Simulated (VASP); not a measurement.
VASP input:

POSCAR:
```
MgS
1
    0.0000000000     2.6520000000     2.6520000000
    2.6520000000     0.0000000000     2.6520000000
    2.6520000000     2.6520000000     0.0000000000
Mg S
1 1
Direct
  0.0000000000   0.0000000000   0.0000000000
  0.5000000000   0.5000000000   0.5000000000
```

**INCAR**
```
! general
SYSTEM = MgS
PREC   = Accurate
ENCUT  = 400
LREAL  = F   ! projection in real space or not
LASPH  = T
NBANDS = 6

! electronic loop
EDIFF  = 1E-6
NELM   = 100   ! most electronic steps
ALGO   = Normal   ! blocked Davidson

! smearing
ISMEAR = 0
SIGMA  = 0.05   ! width (eV)

! functional
GGA    = PE   ! PBE

! ions
ISIF   = 2

! output
LWAVE  = F
LCHARG = F
```

File KPOINTS:
```
kpoints
0
Gamma
  8 8 8
```

POTCAR, in this order: Mg S (PBE.64 set). Program: vasp_std.

Problem. Translate this PBE calculation to Ansatz.

Solution. One equivalent input (not run):
Ansatz 0.2 input:
```yaml
crystal:
  lattice:
    - [0.0000000, 2.6520000, 2.6520000]
    - [2.6520000, 0.0000000, 2.6520000]
    - [2.6520000, 2.6520000, 0.0000000]
  atoms:
    - { symbol: Mg, position: [0.0000000, 0.0000000, 0.0000000] }
    - { symbol: S, position: [0.5000000, 0.5000000, 0.5000000] }
kpoints:
  mp_grid: { grid: [8, 8, 8] }
hamiltonian:
  xc: pbe
  pseudopotentials: { kind: paw }
scf:
  occupations: { method: gaussian, width: 0.05 }
  max_iter: 100
output: { forces: true, stress: true, eigenvalues: true }
```
What does not carry over: each code has its own PAW files, so the cut-off isn't converted (ENCUT is set for VASP's; basis.ecutwfc is left out, and Ansatz then takes the one that its files recommend); Ansatz stops its SCF on the density residual and VASP on the energy change (EDIFF); the number of bands isn't carried over, since the valence differs with the files.

The compound is MgS in the rock salt structure. The cell was not relaxed at this level. The run is one of a series of settings (NBANDS = 6 against the base run), some of them coarse on purpose.
